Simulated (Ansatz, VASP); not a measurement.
# BaH2: VASP beside Ansatz, part 2 of 2

Aim: how closely do two programs agree when they are given the same cell, functional and k mesh? The cell is generated by rule, not measured, and may not be a known phase. The cell is taken from a series of VASP runs on this material, whose earlier steps may have relaxed, scaled or displaced it; both programs get it as it stands. Other levels of theory on this material are compared in a session of their own.

VASP 6.6.1 and Ansatz 0.2.0.

So far. Step 2 (Ansatz: single point, PBEsol, spin-orbit coupling): The run ends at a pressure of 3.52 GPa, with forces up to 0.063 eV/Å.

## (3) VASP: single point, PBEsol, spin-orbit coupling (continued)

Level of this step: PBEsol, spin-orbit coupling; plane waves and PAW (Ba_sv, H); invented cell (VASP).

Numbers of over 12 decimals in the logs are rounded to 6 here.

OUTCAR, selected parts (step 3):

```text
ion  position               nearest neighbor table
   1  0.000  0.000  0.000-   2 2.53   3 2.53   2 2.53   3 2.53   3 2.53   2 2.53
   2  0.333  0.667  0.193-   1 2.53   1 2.53   1 2.53
   3  0.667  0.333  0.807-   1 2.53   1 2.53   1 2.53

  LATTYP: Found a hexagonal cell.
 ALAT       =     3.8890879980
 C/A-ratio  =     1.5621734461

 Subroutine GETGRP returns: Found 12 space group operations
 (whereof 12 operations were pure point group operations)

The static configuration has the point symmetry D_3d.

 Found     50 irreducible k-points:

   k-points           NKPTS =     50   k-points in BZ     NKDIM =     50   number of bands    NBANDS=     24

   dimension x,y,z NGX =    28 NGY =   28 NGZ =   40
   dimension x,y,z NGXF=    56 NGYF=   56 NGZF=   80

   ENCUT  =  400.0 eV  29.40 Ry    5.42 a.u.   6.34  6.34  9.91*2*pi/ulx,y,z

   NELECT =      12.0000    total number of electrons

 k-points in reciprocal lattice and weights: Automatic mesh
   0.00000000  0.00000000  0.00000000       0.003
   0.12500000 -0.00000000  0.00000000       0.016
   0.25000000 -0.00000000  0.00000000       0.016
   0.37500000 -0.00000000  0.00000000       0.016
   0.50000000 -0.00000000  0.00000000       0.008
   0.12500000  0.12500000  0.00000000       0.016
   0.25000000  0.12500000  0.00000000       0.031
   0.37500000  0.12500000  0.00000000       0.031
   0.25000000  0.25000000  0.00000000       0.016
[...]
0.25000000  0.25000000  0.50000000       0.016
   0.37500000  0.25000000  0.50000000       0.016

 average (electrostatic) potential at core
       1 -39.6587       2 -34.1050       3 -34.1050

 E-fermi :  -0.7381

 k-point     1 :       0.0000    0.0000    0.0000
  band No.  band energies     occupation
    ...
      8     -11.8074      1.00000
      9      -3.9411      1.00000
     10      -3.9411      1.00000
     11      -1.1320      1.00000
     12      -1.1320      1.00000
     13       0.9323      0.00000
     14       0.9323      0.00000
     15       2.7305      0.00000
     16       2.7306      0.00000
     17       2.8506      0.00000
    ...

 k-point     2 :       0.1250   -0.0000    0.0000
  band No.  band energies     occupation
    ...
      8     -11.9477      1.00000
      9      -3.5885      1.00000
     10      -3.5885      1.00000
     11      -1.4942      1.00000
     12      -1.4942      1.00000
     13       1.1757      0.00000
     14       1.1757      0.00000
     15       2.5537      0.00000
     16       2.5537      0.00000
     17       3.1805      0.00000
    ...

 k-point     3 :       0.2500   -0.0000    0.0000
  band No.  band energies     occupation
    ...
      8     -12.1369      1.00000
      9      -2.9424      1.00000
     10      -2.9424      1.00000
     11      -1.9928      1.00000
     12      -1.9928      1.00000
     13       1.5898      0.00000
     14       1.5898      0.00000
     15       2.1651      0.00000
     16       2.1651      0.00000
     17       4.2404      0.00000
    ...

  Total        3.0507265      3.0507265     -0.2445051      0.0000000      0.0000000      0.0000000
  in kB       61.4201200     61.4201200     -4.9226093      0.0000000      0.0000000      0.0000000
  external PRESSURE =      39.3058769 kB  Pullay stress =       0.0000000 kB

  energy-cutoff  :      400.00
  volume of cell :       79.58
      direct lattice vectors                 reciprocal lattice vectors
     3.889087998  0.000000000  0.000000000     0.257129692  0.148453897  0.000000000
    -1.944543999  3.368049003  0.000000000     0.000000000  0.296907794  0.000000000
     0.000000000  0.000000000  6.075430000     0.000000000  0.000000000  0.164597403

 POSITION                                       TOTAL-FORCE (eV/Angst)
 -----------------------------------------------------------------------------------
      0.00000      0.00000      0.00000         0.000000      0.000000      0.000000
     -0.00000      2.24537      1.17484         0.000000      0.000000     -0.002639
      1.94454      1.12268      4.90059        -0.000000     -0.000000      0.002639
 -----------------------------------------------------------------------------------
    total drift:                               -0.000000     -0.000000      0.000000

  FREE ENERGIE OF THE ION-ELECTRON SYSTEM (eV)
  ---------------------------------------------------
  free  energy   TOTEN  =        -9.3134273199 eV

  energy  without entropy=       -9.3134273199  energy(sigma->0) =       -9.31342732

 Spin-Orbit-Coupling matrix elements
 Ion:    1  E_soc:     -0.3963117
 Ion:    2  E_soc:     -0.0000000
 Ion:    3  E_soc:     -0.0000000

 total charge
# of ion       s       p       d       tot
------------------------------------------
    1        2.033   5.604   0.317   7.954
    2        0.528   0.002   0.000   0.529
    3        0.528   0.002   0.000   0.529
--------------------------------------------------
tot          3.088   5.607   0.317   9.013

 magnetization (x)
# of ion       s       p       d       tot
------------------------------------------
    1        0.000   0.000   0.000   0.000
    2       -0.000   0.000   0.000  -0.000
    3       -0.000   0.000   0.000  -0.000
--------------------------------------------------
tot         -0.000   0.000   0.000  -0.000

 magnetization (y)
# of ion       s       p       d       tot
------------------------------------------
    1       -0.000   0.000   0.000   0.000
    2        0.000  -0.000   0.000  -0.000
    3        0.000  -0.000   0.000  -0.000
--------------------------------------------------
tot         -0.000  -0.000   0.000  -0.000

 magnetization (z)
# of ion       s       p       d       tot
------------------------------------------
    1        0.000   0.000   0.000   0.000
    2        0.000   0.000   0.000   0.000
    3        0.000   0.000   0.000   0.000
--------------------------------------------------
tot          0.000   0.000   0.000   0.000

[... 3 further parts left out ...]
```

The run ends at a pressure of 3.93 GPa, with forces up to 0.0026 eV/Å.

## (4) Comparison

Known differences besides the potentials themselves: spin-orbit coupling enters by fully relativistic files in Ansatz and inside the spheres in VASP; the cutoff is 420 eV in Ansatz and 400 eV in VASP; Ansatz makes its cores anew for this functional, VASP keeps those of its PBE data sets. Total energies have different zeros and are not compared.

Compared:

| quantity | Ansatz | VASP | difference |
| --- | --- | --- | --- |
| pressure (GPa) | 3.52 | 3.93 | -0.41 |
| gap on the k mesh (eV) | 1.507 | 1.401 | +0.106 |

At this near-relaxed geometry the largest component of a force difference is 60 meV/Å. A gap on the mesh is an upper bound, since the band edges may lie between its points.

## (5) Other set-ups

Further runs change the set-up of one program: Ansatz's method, potentials or start, or VASP's data sets, cutoff or form of LDA. The table gives Ansatz less VASP for each quantity, since a change that brings one quantity closer may part another.

| run | r.m.s. force difference (meV/Å) | pressure (GPa) | gap on the k mesh (eV) |
| --- | --- | --- | --- |
| as above | 28 | -0.41 | 0.11 |
| cores kept as stored | 28 | -0.40 | 0.10 |
| Ansatz's larger PAW set (cutoff 1000 eV) | 28 | -0.41 | 0.11 |
| norm-conserving potentials (cutoff 980 eV) | 30 | -0.43 | 0.11 |

## (6) Outcome

| Item | Value |
| --- | --- |
| r.m.s. force difference (single point, PBEsol, spin-orbit coupling) | 28 meV/Å |
| difference in gap on the k mesh (single point, PBEsol, spin-orbit coupling) | 0.11 eV |

**Reading.** The r.m.s. force difference is 28 meV/Å (single point, PBEsol, spin-orbit coupling), beyond the 12 meV/Å picked in this series as the mark of a large difference. By the marks of this series, far apart in the single point, PBEsol, spin-orbit coupling pair: the r.m.s. force difference, 28 meV/Å and the difference in gap on the k mesh, 0.11 eV. For single point, PBEsol, spin-orbit coupling, no further run moves any of the tabulated differences by more than a quarter of its size. 15 further runs of this series are not shown here. How closely two codes agree says nothing of how well the functional describes the real material.

[Lines on the potential files, build, host, timing and source positions are cut from VASP's logs without a mark.]

[Logs are printed without paths, hosts, clocks, repeated set-up lines and the standing remarks that a program may print on its own settings, such as how far it seeks lower states.]

[Hosts, paths, dates, database ids (printed as entryN), source tags and the programs' standing remarks are cut or masked in the printed files.]
